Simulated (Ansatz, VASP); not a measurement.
# Cross-check of SnO2 (1T-SnO2 3 layers, AA) between VASP and Ansatz, part 2 of 2

One calculation is typed for both programs; each brings its own data sets. How far apart do they land? The structure shown is the start of the Ansatz relaxation below; VASP solves that cell, so the two are compared at the walk's first step.

VASP 6.6.1 and Ansatz 0.2.0.

So far: Starting point; Ansatz: relaxation, PBE with D4.

## (3) VASP: single point, PBE with D4, start cell

Level of this step: PBE with D4; plane waves and PAW (O, Sn_d) (VASP).

The same cell, functional, mesh and smearing now go to VASP, with its own data sets.

Lines of VASP's logs that name or quote its potential files are left out, and so is its time.

INCAR reads:

```
SYSTEM = SnO2
PREC = Accurate
ENCUT = 520
EDIFF = 1E-06
NELM = 120
ISMEAR = -1
SIGMA = 0.05
LREAL = .FALSE.
ALGO = Normal
GGA = PE
IVDW = 13
NBANDS = 48
LORBIT = 11
LWAVE = .FALSE.
LCHARG = .FALSE.
ISIF = 2
LDIPOL = .TRUE.
IDIPOL = 3
DIPOL = 0.5 0.5 0.5
LVHAR = .TRUE.
LASPH = .TRUE.
GGA_COMPAT = .FALSE.
EFERMI = MIDGAP
NELMDL = -8
KPAR = 2
```

POSCAR reads:

```
SnO2
1.0
    3.2200000000      0.0000000000      0.0000000000
   -1.6100000000      2.7886020000      0.0000000000
    0.0000000000      0.0000000000     53.3665630000
O Sn
6 3
Direct
    0.6666666667      0.3333333333      0.3953786569
    0.3333333333      0.6666666667      0.4288987844
    0.6666666667      0.3333333333      0.4832399268
    0.3333333333      0.6666666667      0.5167600732
    0.6666666667      0.3333333333      0.5711012156
    0.3333333333      0.6666666667      0.6046213431
    0.0000000000      0.0000000000      0.4121387206
    0.0000000000      0.0000000000      0.5000000094
    0.0000000000      0.0000000000      0.5878612794
```

KPOINTS reads:

```
Automatic mesh
0
Gamma
12 12 1
0 0 0
```

PAW data sets: O and Sn_d (PBE family, release 64).

The run is started by

```console
$ mpirun -np 2 vasp_std
```

Numbers of over 12 decimals in the logs are rounded to 6 here.

Output:

```text
[banner, memory and clock lines left out]
running    2 mpi-ranks, on    1 nodes
 distrk:  each k-point on    1 cores,    2 groups
 distr:  one band on    1 cores,    1 groups

 POSCAR found type information on POSCAR O Sn
 POSCAR found :  2 types and       9 ions
 LDA part: xc-table for (Slater+PW92), standard interpolation
|                                                                             |
|           W    W    AA    RRRRR   N    N  II  N    N   GGGG   !!!           |
|           W    W   A  A   R    R  NN   N  II  NN   N  G    G  !!!           |
|           W    W  A    A  R    R  N N  N  II  N N  N  G       !!!           |
|           W WW W  AAAAAA  RRRRR   N  N N  II  N  N N  G  GGG   !            |
|           WW  WW  A    A  R   R   N   NN  II  N   NN  G    G                |
|           W    W  A    A  R    R  N    N  II  N    N   GGGG   !!!           |
|                                                                             |
|     One of the lattice vectors is very long (>50 A), but AMIN is rather     |
|     large. This can spoil convergence since charge sloshing might occur     |
|     along the long lattice vector. If problems with convergence are         |
|     observed, try to decrease AMIN to a smaller value (e.g. 0.01).          |
|     Note: This warning only applies if the self-consistency cycle is        |
|     used.                                                                   |
|                                                                             |

 POSCAR, INCAR and KPOINTS ok, starting setup
 FFT: planning ... GRIDC
 FFT: planning ... GRID_SOFT
 FFT: planning ... GRID
 WAVECAR not read
 entering main loop
       N       E                     dE             d eps       ncg     rms          rms(c)
DAV:   1     0.866811547702E+03    0.86681E+03   -0.36574E+04  2144   0.153E+03
DAV:   2     0.888821534764E+02   -0.77793E+03   -0.75432E+03  2280   0.392E+02
DAV:   3    -0.564846682949E+02   -0.14537E+03   -0.14421E+03  2280   0.198E+02
DAV:   4    -0.635288733605E+02   -0.70442E+01   -0.69883E+01  2232   0.509E+01
DAV:   5    -0.637427984375E+02   -0.21393E+00   -0.21359E+00  2328   0.864E+00
DAV:   6    -0.637517765183E+02   -0.89781E-02   -0.89762E-02  2512   0.173E+00
DAV:   7    -0.637521323331E+02   -0.35581E-03   -0.35577E-03  2624   0.280E-01
DAV:   8    -0.637521483025E+02   -0.15969E-04   -0.15969E-04  2656   0.497E-02    0.199E+01
DAV:   9    -0.536820031286E+02    0.10070E+02   -0.36814E+01  2856   0.725E+01    0.732E+00
DAV:  10    -0.539400345529E+02   -0.25803E+00   -0.42476E+00  2064   0.937E+00    0.433E+00
DAV:  11    -0.538915929408E+02    0.48442E-01   -0.51889E-01  2568   0.676E+00    0.122E+00
DAV:  12    -0.538668785431E+02    0.24714E-01   -0.14672E-01  2832   0.461E+00    0.183E-01
DAV:  13    -0.538693565917E+02   -0.24780E-02   -0.15929E-02  2256   0.106E+00    0.916E-02
DAV:  14    -0.538698160878E+02   -0.45950E-03   -0.13776E-03  2600   0.338E-01    0.288E-02
[...]
DAV:  19    -0.538701478018E+02   -0.10960E-03   -0.11826E-05  1904   0.267E-02    0.229E-03
DAV:  20    -0.538701921878E+02   -0.44386E-04   -0.26571E-06  1784   0.959E-03    0.238E-03
DAV:  21    -0.538702382145E+02   -0.46027E-04   -0.11868E-06  1448   0.135E-02    0.100E-03
DAV:  22    -0.538702567758E+02   -0.18561E-04   -0.44615E-07  1472   0.475E-03    0.665E-04
DAV:  23    -0.538702741340E+02   -0.17358E-04   -0.60176E-07  1472   0.363E-03    0.528E-04
DAV:  24    -0.538702799346E+02   -0.58006E-05   -0.18581E-07  1464   0.432E-03    0.239E-04
DAV:  25    -0.538702825931E+02   -0.26585E-05   -0.92957E-08  1376   0.200E-03    0.166E-04
DAV:  26    -0.538702834963E+02   -0.90317E-06   -0.40498E-08  1368   0.178E-03
   1 F= -.55678159E+02 E0= -.55678159E+02  d E =-.642499E-10
```

OUTCAR, selected parts (step 3):

```text
ion  position               nearest neighbor table
   1  0.667  0.333  0.395-   7 2.06   7 2.06   7 2.06
   2  0.333  0.667  0.429-   7 2.06   7 2.06   7 2.06
   3  0.667  0.333  0.483-   8 2.06   8 2.06   8 2.06
   4  0.333  0.667  0.517-   8 2.06   8 2.06   8 2.06
   5  0.667  0.333  0.571-   9 2.06   9 2.06   9 2.06
   6  0.333  0.667  0.605-   9 2.06   9 2.06   9 2.06
   7  0.000  0.000  0.412-   1 2.06   1 2.06   2 2.06   2 2.06   1 2.06   2 2.06
   8  0.000  0.000  0.500-   4 2.06   4 2.06   4 2.06   3 2.06   3 2.06   3 2.06
   9  0.000  0.000  0.588-   6 2.06   6 2.06   5 2.06   5 2.06   6 2.06   5 2.06

  LATTYP: Found a hexagonal cell.
 ALAT       =     3.2200000000
 C/A-ratio  =    16.5734667702

 Subroutine GETGRP returns: Found 12 space group operations
 (whereof 12 operations were pure point group operations)

The static configuration has the point symmetry D_3d.

 Found     19 irreducible k-points:

   k-points           NKPTS =     19   k-points in BZ     NKDIM =     19   number of bands    NBANDS=     48

   dimension x,y,z NGX =    24 NGY =   24 NGZ =  400
   dimension x,y,z NGXF=    48 NGYF=   48 NGZF=  800

   ENCUT  =  520.0 eV  38.22 Ry    6.18 a.u.   5.99  5.99 99.23*2*pi/ulx,y,z

   NELECT =      78.0000    total number of electrons

 k-points in reciprocal lattice and weights: Automatic mesh
   0.00000000  0.00000000  0.00000000       0.007
   0.08333333  0.00000000  0.00000000       0.042
   0.16666667  0.00000000  0.00000000       0.042
   0.25000000  0.00000000  0.00000000       0.042
   0.33333333  0.00000000  0.00000000       0.042
   0.41666667  0.00000000  0.00000000       0.042
   0.50000000  0.00000000  0.00000000       0.021
   0.08333333  0.08333333  0.00000000       0.042
   0.16666667  0.08333333  0.00000000       0.083
[...]
0.33333333  0.25000000  0.00000000       0.083
   0.33333333  0.33333333  0.00000000       0.014

 dipolmoment           0.000000      0.000000     -0.000003 electrons x Angstroem

 average (electrostatic) potential at core
       1 -78.2146       2 -78.2202       3 -78.2214       4 -78.2214       5 -78.2203
       6 -78.2147       7-109.8396       8-109.8447       9-109.8397

 E-fermi :  -3.6092

 k-point     1 :       0.0000    0.0000    0.0000
  band No.  band energies     occupation
    ...
     35      -5.8684      2.00000
     36      -5.8571      2.00000
     37      -5.8571      2.00000
     38      -5.7424      2.00000
     39      -5.3630      2.00000
     40      -2.4339      0.00000
     41      -2.0155      0.00000
     42      -1.5524      0.00000
     43       1.1332      0.00000
     44       1.2676      0.00000
    ...

 k-point     2 :       0.0833    0.0000    0.0000
  band No.  band energies     occupation
    ...
     35      -5.7048      2.00000
     36      -5.6924      2.00000
     37      -5.5534      2.00000
     38      -5.3748      2.00000
     39      -5.1458      2.00000
     40      -2.0025      0.00000
     41      -1.6479      0.00000
     42      -1.2415      0.00000
     43       1.2855      0.00000
     44       1.4413      0.00000
    ...

 k-point     3 :       0.1667    0.0000    0.0000
  band No.  band energies     occupation
    ...
     35      -5.5052      2.00000
     36      -5.4872      2.00000
     37      -5.3375      2.00000
     38      -5.1344      2.00000
     39      -4.9475      2.00000
     40      -1.0437      0.00000
     41      -0.7982      0.00000
     42      -0.5066      0.00000
     43       1.6433      0.00000
     44       1.8510      0.00000
    ...

  DFT-D4 for vdW energy calculation

  Edisp (eV):   -1.80788

  Total       8.31304     8.31304     8.36853     0.00000     0.00000     0.00000
  in kB      27.79450    27.79450    27.98002     0.00000     0.00000     0.00000
  external pressure =       27.86 kB  Pullay stress =        0.00 kB

  energy-cutoff  :      520.00
  volume of cell :      479.19
      direct lattice vectors                 reciprocal lattice vectors
     3.220000000  0.000000000  0.000000000     0.310559006  0.179301313  0.000000000
    -1.610000000  2.788602000  0.000000000     0.000000000  0.358602626  0.000000000
     0.000000000  0.000000000 53.366563000     0.000000000  0.000000000  0.018738325

 POSITION                                       TOTAL-FORCE (eV/Angst)
 -----------------------------------------------------------------------------------
      1.61000      0.92953     21.10000        -0.000000      0.000000     -1.727109
     -0.00000      1.85907     22.88885         0.000000      0.000000      1.747241
      1.61000      0.92953     25.78885        -0.000000      0.000000     -1.740497
     -0.00000      1.85907     27.57771        -0.000000     -0.000000      1.740497
      1.61000      0.92953     30.47771        -0.000000     -0.000000     -1.747241
     -0.00000      1.85907     32.26656         0.000000     -0.000000      1.727109
      0.00000      0.00000     21.99443         0.000000      0.000000      0.061198
      0.00000      0.00000     26.68328         0.000000      0.000000     -0.000000
      0.00000      0.00000     31.37214         0.000000      0.000000     -0.061198
 -----------------------------------------------------------------------------------
    total drift:                                0.000000     -0.000000     -0.000708

  FREE ENERGIE OF THE ION-ELECTRON SYSTEM (eV)
  ---------------------------------------------------
  free  energy   TOTEN  =       -55.6781588393 eV

  energy  without entropy=      -55.6781588392  energy(sigma->0) =      -55.67815884

 vacuum level on the upper side and lower side of the slab         3.032         3.032

 total charge
# of ion       s       p       d       tot
------------------------------------------
    1        1.572   3.488   0.000   5.060
    2        1.572   3.488   0.000   5.061
    3        1.572   3.488   0.000   5.061
    4        1.572   3.488   0.000   5.061
    5        1.572   3.488   0.000   5.061
    6        1.572   3.488   0.000   5.060
    7        0.908   1.117  10.376  12.401
    8        0.908   1.118  10.376  12.402
    9        0.908   1.117  10.376  12.401
--------------------------------------------------
tot         12.155  24.283  31.128  67.566

[... 3 further parts left out ...]
```

## (4) Side by side

Known differences besides the potentials themselves: Ansatz cuts the interaction across the vacuum, VASP repeats the sheet with a dipole correction; the cutoff is 420 eV in Ansatz and 520 eV in VASP. Total energies have different zeros and are not compared.

Forces (eV/Å; atoms numbered as in POSCAR):

| atom | Ansatz x, y, z | VASP x, y, z |
| --- | --- | --- |
| O1 | 0.000, 0.000, -1.680 | 0.000, 0.000, -1.727 |
| O2 | 0.000, 0.000, 1.701 | 0.000, 0.000, 1.747 |
| O3 | 0.000, 0.000, -1.693 | 0.000, 0.000, -1.740 |
| O4 | 0.000, 0.000, 1.693 | 0.000, 0.000, 1.740 |
| O5 | 0.000, 0.000, -1.701 | 0.000, 0.000, -1.747 |
| O6 | 0.000, 0.000, 1.680 | 0.000, 0.000, 1.727 |
| Sn7 | 0.000, 0.000, 0.067 | 0.000, 0.000, 0.061 |
| Sn8 | 0.000, 0.000, 0.000 | 0.000, 0.000, 0.000 |
| Sn9 | 0.000, 0.000, -0.067 | 0.000, 0.000, -0.061 |

The forces differ by 22 meV/Å r.m.s., which is 2.7 % of the r.m.s. force of 0.820 eV/Å (both taken over all components). With vacuum in the cell, a pressure given here is an average over mostly empty space and none of the material.

## (5) Results

```yaml
r_m_s_force_difference_single_point_pbe_with_d4_start_cell: 2.7 % of the r.m.s. force
```

What this shows: The r.m.s. force difference is 2.7 % of the r.m.s. force (single point, PBE with D4, start cell), within the 3 % picked in this series as the mark of a large difference. 1 further run of this series is not shown here. How closely two codes agree says nothing of how well the functional describes the real material.

[Lines on the potential files, build, host, timing and source positions are cut from VASP's logs without a mark.]

[Logs are printed without paths, hosts, clocks, repeated set-up lines and the standing remarks that a program may print on its own settings, such as how far it seeks lower states.]

[Hosts, paths, dates, database ids (printed as entryN), source tags and the programs' standing remarks are cut or masked in the printed files.]
